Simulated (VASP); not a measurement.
An input for Quantum ESPRESSO's pw.x (written as the equivalent of a VASP run, and not itself run):

```
&CONTROL
  calculation = 'vc-relax'
  pseudo_dir = './pseudo'
  outdir = './out'
  tprnfor = .true.
  tstress = .true.
  nstep = 60
  forc_conv_thr = 0.00039
/
&SYSTEM
  ibrav = 0
  nat = 1
  ntyp = 1
  ecutwfc = 50
  occupations = 'smearing'
  smearing = 'methfessel-paxton'
  degauss = 0.00735
  input_dft = 'pbesol'
/
&ELECTRONS
  conv_thr = 7.3e-08
  electron_maxstep = 100
/
&IONS
/
&CELL
/
ATOMIC_SPECIES
  Cs 132.905 Cs.upf
CELL_PARAMETERS angstrom
    -3.0500000    3.0500000    3.0500000
     3.0500000   -3.0500000    3.0500000
     3.0500000    3.0500000   -3.0500000
ATOMIC_POSITIONS crystal
  Cs   0.0000000  0.0000000  0.0000000
K_POINTS automatic
  8 8 8 0 0 0
```

Write the VASP files for the same calculation (PBEsol).

This is not unique; one that fits is 
INCAR:
```
SYSTEM=Cs
PREC=Accurate; ENCUT=400; LREAL=.FALSE.
LASPH=.TRUE.
EDIFF=1E-6; NELM=100; ALGO=Normal
LMAXMIX=4
ISMEAR=1; SIGMA=0.1
GGA=PS
IBRION=2; NSW=60; ISIF=3
EDIFFG=-0.01
LWAVE=.FALSE.; LCHARG=.FALSE.
```

### KPOINTS
```
Regular mesh
0
G
  8 8 8
```

### POSCAR
```
Cs
1
   -3.0500000000     3.0500000000     3.0500000000
    3.0500000000    -3.0500000000     3.0500000000
    3.0500000000     3.0500000000    -3.0500000000
Cs
1
Direct
  0.0000000000   0.0000000000   0.0000000000
```

POTCAR, in this order: Cs_sv (PBE.64 set). Program: vasp_std.

Limits of the translation: the potentials are each code's own (VASP's PAW set, PseudoDojo norm-conserving files in pw.x), so ENCUT and ecutwfc are chosen apart and not converted; conv_thr bounds pw.x's estimated SCF error, while EDIFF bounds the energy change between steps; forc_conv_thr acts on force components and is met together with etot_conv_thr.

The compound is Cs in the bcc structure. This run relaxes it. Symmetry was kept, so distortions that lower it aren't found.
